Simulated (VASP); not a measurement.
Method: TPSS meta-GGA, VASP's PBE PAW potentials (set 64) (plane waves; VASP 6.6.1).

Input for VASP

### KPOINTS
```
Automatic mesh
0
Gamma
16 16 16
0 0 0
```

### INCAR
```
SYSTEM = Fe
PREC = Accurate; ENCUT = 520; LREAL = .FALSE.
LASPH = .TRUE.
EDIFF = 1E-6; NELM = 100; ALGO = Normal
LMAXMIX = 4; LMIXTAU = .TRUE.
ISMEAR = 1; SIGMA = 0.1
METAGGA = TPSS
ISPIN = 2; MAGMOM = 2.1
IBRION = 2; NSW = 60; ISIF = 3
EDIFFG = -0.01
LWAVE = .FALSE.; LCHARG = .FALSE.; LORBIT = 10
```

### POSCAR
```
Fe
1
   -1.4008720313     1.4008720313     1.4008720313
    1.4008720313    -1.4008720313     1.4008720313
    1.4008720313     1.4008720313    -1.4008720313
Fe
1
Direct
  1.0000000000   0.0000000000   1.0000000000
```

POTCAR, in this order: Fe (PBE.64 set). Program: vasp_std.

Output of the run:

### OSZICAR
```
       N       E                     dE             d eps       ncg     rms          rms(c)
DAV:   1     0.149760694516E+02    0.14976E+02   -0.45543E+03  5388   0.122E+03
DAV:   2    -0.110381428788E+02   -0.26014E+02   -0.24633E+02  5270   0.145E+02
DAV:   3    -0.115685789822E+02   -0.53044E+00   -0.52624E+00  5784   0.296E+01
DAV:   4    -0.115717631292E+02   -0.31841E-02   -0.31839E-02  5661   0.211E+00
DAV:   5    -0.115717960079E+02   -0.32879E-04   -0.32878E-04  5625   0.202E-01    0.116E+01
DAV:   6    -0.159855304954E+02   -0.44137E+01   -0.35179E+00  5234   0.265E+01    0.438E+00
DAV:   7    -0.156596682752E+02    0.32586E+00   -0.30065E+00  5524   0.234E+01    0.606E+00
DAV:   8    -0.159370216482E+02   -0.27735E+00   -0.60579E-01  5501   0.112E+01    0.134E+00
DAV:   9    -0.159565188252E+02   -0.19497E-01   -0.10964E-01  5774   0.461E+00    0.774E-01
DAV:  10    -0.159542074582E+02    0.23114E-02   -0.59029E-03  7463   0.706E-01    0.137E-01
DAV:  11    -0.159542753031E+02   -0.67845E-04   -0.30320E-04  5975   0.232E-01    0.835E-02
DAV:  12    -0.159542660104E+02    0.92927E-05   -0.19415E-04  5605   0.205E-01    0.393E-02
DAV:  13    -0.159542641779E+02    0.18326E-05   -0.75815E-06  4380   0.370E-02    0.191E-02
DAV:  14    -0.159542647902E+02   -0.61229E-06   -0.35076E-06  2744   0.189E-02
   1 F= -.15954265E+02 E0= -.15954241E+02  d E =-.159543E+02  mag=     2.1367
```

File OUTCAR:
```
------------------------ aborting loop because EDIFF is reached ----------------------------------------
  FORCE on cell =-STRESS in cart. coord.  units (eV):
  Direction    XX          YY          ZZ          XY          YZ          ZX
  --------------------------------------------------------------------------------------
  Total       -0.0074905     -0.0074905     -0.0074905     -0.0000000     -0.0000000     -0.0000000
  in kB       -1.0913542     -1.0913542     -1.0913542     -0.0000000     -0.0000000     -0.0000000
  external PRESSURE =      -1.0913542 kB  Pullay stress =       0.0000000 kB
  volume of cell :       11.00
      direct lattice vectors                 reciprocal lattice vectors
    -1.400872031  1.400872031  1.400872031     0.000000000  0.356920539  0.356920539
     1.400872031 -1.400872031  1.400872031     0.356920539  0.000000000  0.356920539
     1.400872031  1.400872031 -1.400872031     0.356920539  0.356920539  0.000000000
 POSITION                                       TOTAL-FORCE (eV/Angst)
 -----------------------------------------------------------------------------------
      0.00000      0.00000      0.00000         0.000000      0.000000      0.000000
 -----------------------------------------------------------------------------------
    total drift:                               -0.000000     -0.000000     -0.000000
  FREE ENERGIE OF THE ION-ELECTRON SYSTEM (eV)
  ---------------------------------------------------
  free  energy   TOTEN  =       -15.9542647902 eV

  energy  without entropy=      -15.9541934161  energy(sigma->0) =      -15.95424100

 total charge

# of ion       s       p       d       tot
------------------------------------------
    1        0.497   0.575   6.243   7.315

 magnetization (x)

# of ion       s       p       d       tot
------------------------------------------
    1       -0.018  -0.058   2.194   2.118

 reached required accuracy - stopping structural energy minimisation
```
(Selected blocks of OUTCAR.)

The compound is Fe in the bcc structure. It was relaxed first, which changed the volume by -7 %. The start is the result of an earlier pass.
